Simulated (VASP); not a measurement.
Data:

```yaml
crystal:
  lattice:
    - [2.91000, 0.00000, 0.00000]
    - [0.00000, 2.91000, 0.00000]
    - [0.00000, 0.00000, 2.91000]
  atoms:
    - { symbol: Al, position: [0.50000, 0.50000, 0.50000] }
    - { symbol: Fe, position: [0.00000, 0.00000, 0.00000] }
```

Level of theory: PBE GGA, VASP's PBE PAW potentials (set 64) (plane waves; VASP). Settings: 400 eV cut-off, 12×12×12 Γ-centred mesh, first-order Methfessel-Paxton smearing of 0.10 eV, potentials Al Fe.

Give the stress tensor in GPa (positive for a compressed cell).

```
-7.35   0.00   0.00
 0.00  -7.35   0.00
 0.00   0.00  -7.35
```
The pressure is its mean diagonal, -7.35 GPa.

The compound is FeAl in the CsCl type structure. The cell was not relaxed at this level. The run is one of a series of settings (KPOINTS 12×12×12 Γ-centred mesh against the base run), some of them coarse on purpose. The run is not spin-polarised, so no magnetic state was tried. The electron count is odd and the run is not spin-polarised, which forces a metal.
